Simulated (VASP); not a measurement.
These are optB88-vdW, VASP's PBE PAW potentials (set 64) (plane waves; VASP) values and carry that method's errors.

A VASP calculation is set up with these files.

KPOINTS:
```
Automatic mesh
0
Gamma
8 8 8
0 0 0
```

**INCAR**
```
AGGAC  =  0.0
EDIFFG  =  -0.02   # ionic stop
ALGO  =  Normal
PARAM1  =  0.1833333333
ENCUT  =  520   # plane-wave cut-off (eV)
LMAXMIX  =  6   # l cut-off of mixed one-centre charges
NSW  =  60
LASPH  =  T
LUSE_VDW  =  T
NELM  =  100   # most electronic steps
ISIF  =  3
SIGMA  =  0.1   # width (eV)
IBRION  =  2   # conjugate gradients
SYSTEM  =  AuAl2
EDIFF  =  1E-6   # SCF stop (eV)
PARAM2  =  0.22
LCHARG  =  F
GGA  =  BO
LWAVE  =  F
ISMEAR  =  1
LREAL  =  F
PREC  =  Accurate
```

File POSCAR:
```
AuAl2
1.0
  0.0000000000   3.0264271551   3.0264271551
  3.0264271551   0.0000000000   3.0264271551
  3.0264271551   3.0264271551   0.0000000000
Al Au
2 1
Direct
  0.2500000000   0.2500000000   0.2500000000
  0.7500000000   0.7500000000   0.7500000000
  0.0000000000   0.0000000000   0.0000000000
```

POTCAR, in this order: Al Au (PBE.64 set). Program: vasp_std.

What VASP printed:

File OUTCAR:
```
 ion  position               nearest neighbor table
   1  0.250  0.250  0.250-   3 2.62   3 2.62   3 2.62   3 2.62   2 3.03   2 3.03   2 3.03   2 3.03
                             2 3.03   2 3.03
   2  0.750  0.750  0.750-   3 2.62   3 2.62   3 2.62   3 2.62   1 3.03   1 3.03   1 3.03   1 3.03
                             1 3.03   1 3.03
   3  0.000  0.000  0.000-   2 2.62   1 2.62   2 2.62   1 2.62   2 2.62   2 2.62   1 2.62   1 2.62
  LATTYP: Found a face centered cubic cell.
 ALAT       =     6.0528543102
 Subroutine PRICEL returns:
 Original cell was already a primitive cell.
 Subroutine GETGRP returns: Found 48 space group operations
The static configuration has the point symmetry O_h .
The dynamic configuration has the point symmetry O_h .
 Subroutine INISYM returns: Found 48 space group operations
 Subroutine IBZKPT returns following result:
 Found     29 irreducible k-points:

 Following reciprocal coordinates:
            Coordinates               Weight
  0.000000  0.000000  0.000000      1.000000
  0.125000  0.000000  0.000000      8.000000
  0.250000  0.000000  0.000000      8.000000
  0.375000  0.000000  0.000000      8.000000
  0.500000  0.000000  0.000000      4.000000
  0.125000  0.125000  0.000000      6.000000
  0.250000  0.125000  0.000000     24.000000
  0.375000  0.125000  0.000000     24.000000
  0.500000  0.125000  0.000000     24.000000
 -0.375000  0.125000  0.000000     24.000000
 -0.250000  0.125000  0.000000     24.000000
 -0.125000  0.125000  0.000000     12.000000
  0.250000  0.250000  0.000000      6.000000
  0.375000  0.250000  0.000000     24.000000
  0.500000  0.250000  0.000000     24.000000
 -0.375000  0.250000  0.000000     24.000000
 -0.250000  0.250000  0.000000     12.000000
  0.375000  0.375000  0.000000      6.000000
  0.500000  0.375000  0.000000     24.000000
 -0.375000  0.375000  0.000000     12.000000
  0.500000  0.500000  0.000000      3.000000
  0.375000  0.250000  0.125000     24.000000
  0.500000  0.250000  0.125000     48.000000
 -0.375000  0.250000  0.125000     24.000000
  0.500000  0.375000  0.125000     24.000000
 -0.375000  0.375000  0.125000     48.000000
 -0.250000  0.375000  0.125000     24.000000
 -0.375000  0.500000  0.125000     12.000000
 -0.250000  0.500000  0.250000      6.000000
   k-points           NKPTS =     29   k-points in BZ     NKDIM =     29   number of bands    NBANDS=     12
   number of dos      NEDOS =    301   number of ions     NIONS =      3
   total plane-waves  NPLWV =  32768
   dimension x,y,z NGX =    32 NGY =   32 NGZ =   32
   dimension x,y,z NGXF=    64 NGYF=   64 NGZF=   64
   ions per type =               2   1
   PREC   = accura    normal or accurate (medium, high low for compatibility)
   ISTART =      0    job   : 0-new  1-cont  2-samecut
   ICHARG =      2    charge: 1-file 2-atom 10-const
   ISPIN  =      1    spin polarized calculation?
   LNONCOLLINEAR =      F non collinear calculations
   LSORBIT =      F    spin-orbit coupling
   INIWAV =      1    electr: 0-lowe 1-rand  2-diag
   ENCUT  =  520.0 eV  38.22 Ry    6.18 a.u.   7.96  7.96  7.96*2*pi/ulx,y,z
   NELM   =    100;   NELMIN=  2; NELMDL= -5     # of ELM steps
   EDIFF  = 0.1E-05   stopping-criterion for ELM
   LREAL  =      F    real-space projection
   NLSPLINE    = F    spline interpolate recip. space projectors
   LMAXMIX     =    6 max onsite mixed and CHGCAR
   VOSKOWN=      0    Vosko Wilk Nusair interpolation
   EDIFFG = -.2E-01   stopping-criterion for IOM
   NSW    =     60    number of steps for IOM
   NBLOCK =      1;   KBLOCK =     60    inner block; outer block
   IBRION =      2    ionic relax: 0-MD 1-quasi-New 2-CG
   NFREE  =      1    steps in history (QN), initial steepest desc. (CG)
   ISIF   =      3    stress and relaxation
   ISYM   =      2    0-nonsym 1-usesym 2-fastsym
...
```

File OSZICAR:
```
       N       E                     dE             d eps       ncg     rms          rms(c)
DAV:   1     0.696461235247E+02    0.69646E+02   -0.72705E+03   720   0.118E+03
DAV:   2    -0.539529206715E+01   -0.75041E+02   -0.68655E+02   824   0.201E+02
DAV:   3    -0.764159677157E+01   -0.22463E+01   -0.22127E+01   860   0.343E+01
DAV:   4    -0.766402229912E+01   -0.22426E-01   -0.22400E-01   844   0.394E+00
DAV:   5    -0.766436416288E+01   -0.34186E-03   -0.34183E-03   864   0.541E-01    0.852E+00
DAV:   6    -0.663057554222E+01    0.10338E+01   -0.58184E+00   780   0.272E+01    0.384E+00
DAV:   7    -0.656896924730E+01    0.61606E-01   -0.27207E-01   736   0.621E+00    0.181E+00
DAV:   8    -0.654940487787E+01    0.19564E-01   -0.29823E-02   804   0.150E+00    0.370E-01
DAV:   9    -0.654910952242E+01    0.29536E-03   -0.36634E-03   788   0.731E-01    0.169E-01
DAV:  10    -0.654929420331E+01   -0.18468E-03   -0.31530E-04   768   0.160E-01    0.332E-02
DAV:  11    -0.654928922886E+01    0.49744E-05   -0.75676E-06   936   0.245E-02    0.158E-02
DAV:  12    -0.654928953188E+01   -0.30302E-06   -0.16174E-06   620   0.118E-02
   1 F= -.65492895E+01 E0= -.65483397E+01  d E =-.654929E+01
```

File OUTCAR:
```
------------------------ aborting loop because EDIFF is reached ----------------------------------------
  FORCE on cell =-STRESS in cart. coord.  units (eV):
  Direction    XX          YY          ZZ          XY          YZ          ZX
  --------------------------------------------------------------------------------------
  Total        0.0091584      0.0091584      0.0091584     -0.0000000     -0.0000000      0.0000000
  in kB        0.2646743      0.2646743      0.2646743     -0.0000000     -0.0000000      0.0000000
  external PRESSURE =       0.2646743 kB  Pullay stress =       0.0000000 kB
  volume of cell :       55.44
      direct lattice vectors                 reciprocal lattice vectors
     0.000000000  3.026427155  3.026427155    -0.165211312  0.165211312  0.165211312
     3.026427155  0.000000000  3.026427155     0.165211312 -0.165211312  0.165211312
     3.026427155  3.026427155  0.000000000     0.165211312  0.165211312 -0.165211312
 POSITION                                       TOTAL-FORCE (eV/Angst)
 -----------------------------------------------------------------------------------
      1.51321      1.51321      1.51321         0.000000     -0.000000     -0.000000
      4.53964      4.53964      4.53964        -0.000000      0.000000     -0.000000
      0.00000      0.00000      0.00000        -0.000000     -0.000000      0.000000
 -----------------------------------------------------------------------------------
    total drift:                                0.000000     -0.000000      0.000000
  FREE ENERGIE OF THE ION-ELECTRON SYSTEM (eV)
  ---------------------------------------------------
  free  energy   TOTEN  =        -6.5492895319 eV

  energy  without entropy=       -6.5464400898  energy(sigma->0) =       -6.54833972

 reached required accuracy - stopping structural energy minimisation
```
(Selected blocks of OUTCAR.)

File OUTCAR:
```
 val. band max:        7.4193235536   @ k =   0.3750   0.1250   0.0000

 cond. band min:       7.4418718870   @ k =   0.3750   0.1250   0.0000


 Fermi energy:         7.4302701804

 k-point     1 :       0.0000    0.0000    0.0000
  band No.  band energies     occupation
      1      -2.9052      2.00000
      2       0.9712      2.00000
      3       0.9712      2.00000
      4       0.9712      2.00000
      5       1.9047      2.00000
      6       1.9047      2.00000
      7       9.4036     -0.00000
      8      10.4060      0.00000
      9      10.4060      0.00000
     10      10.4060      0.00000
     11      11.2585      0.00000
     12      11.2585      0.00000

 k-point     2 :       0.1250    0.0000    0.0000
  band No.  band energies     occupation
      1      -2.7056      2.00000
      2       0.9056      2.00000
      3       1.0194      2.00000
      4       1.0195      2.00000
      5       1.8958      2.00000
      6       1.8958      2.00000
      7       7.9764     -0.00000
      8       9.6925      0.00000
      9       9.6925      0.00000
     10       9.7077      0.00000
     11      11.9560      0.00000
     12      11.9560      0.00000

 k-point     3 :       0.2500    0.0000    0.0000
  band No.  band energies     occupation
      1      -2.1355      2.00000
      2       0.7799      2.00000
      3       1.1223      2.00000
      4       1.1223      2.00000
      5       1.9024      2.00000
      6       1.9024      2.00000
      7       5.4517      2.00000
      8       8.7898     -0.00000
      9       8.7898     -0.00000
     10      10.0221      0.00000
     11      11.7340      0.00000
     12      11.7341      0.00000

 k-point     4 :       0.3750    0.0000    0.0000
  band No.  band energies     occupation
      1      -1.3498      2.00000
      2       0.7943      2.00000
      3       1.1923      2.00000
      4       1.1923      2.00000
      5       1.9664      2.00000
      6       1.9664      2.00000
...
```

Unless said otherwise, spin-orbit coupling is left out, though it shifts the bands of the heavy elements here.

The compound is AuAl2 in the fluorite structure. It was relaxed first. The start is the result of an earlier pass. The electron count is odd and the run is not spin-polarised, which forces a metal.
